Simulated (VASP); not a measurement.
## Equation of state of W3Co under PBE

```cif
data_structure
_symmetry_space_group_name_H-M 'Pm-3m'
_symmetry_Int_Tables_number 221
_cell_length_a 3.9074
_cell_length_b 3.9074
_cell_length_c 3.9074
_cell_angle_alpha 90.000
_cell_angle_beta 90.000
_cell_angle_gamma 90.000
_cell_volume 59.66
loop_
_atom_site_label
_atom_site_type_symbol
_atom_site_symmetry_multiplicity
_atom_site_Wyckoff_symbol
_atom_site_fract_x
_atom_site_fract_y
_atom_site_fract_z
_atom_site_occupancy
W1 W 3 c 0.50000 0.50000 0.00000 1
Co1 Co 1 a 0.00000 0.00000 0.00000 1
```

The cell comes from a database or a generator and needn't be the stable form of this composition.

The cell was scaled at fixed shape and fractions and run with VASP, PBE PAW files Co, W_sv, 520 eV; PBE, k mesh 7 × 7 × 7 on the cell of 4 atoms, fermi-dirac occupations of 0.05 eV, collinear spin, ferromagnetic start, no spin-orbit coupling. Energies are those that the program minimises, any entropy of the smearing included. For a metal such a mesh isn't converged to the digits shown. The magnetic state is the one that the start led to, which needn't be the lowest.

```csv
V (Å³/atom),energy over the lowest row (meV/atom)
14.0189,44.32
14.3172,17.34
14.6155,?
14.9138,0.00
15.2120,7.24
15.5103,23.67
15.8086,48.37
```

Fit the third-order Birch-Murnaghan form, give V0, B0 and B′, and predict the energy left open.

With y = (V0/V)^(2/3), E = E0 + (9 V0 B0/16) [(y - 1)³ B′ + (y - 1)² (6 - 4y)]. Least squares through the rows shown give V0 = 14.8472 Å³/atom, E0 = -0.25 meV, B0 = 279.5 GPa (1 eV/Å³ = 160.218 GPa) and B′ = 4.27, with a largest miss of 0.01 meV. At V = 14.6155 the form with these constants gives 2.99 meV; the run gave 2.98 meV an atom.
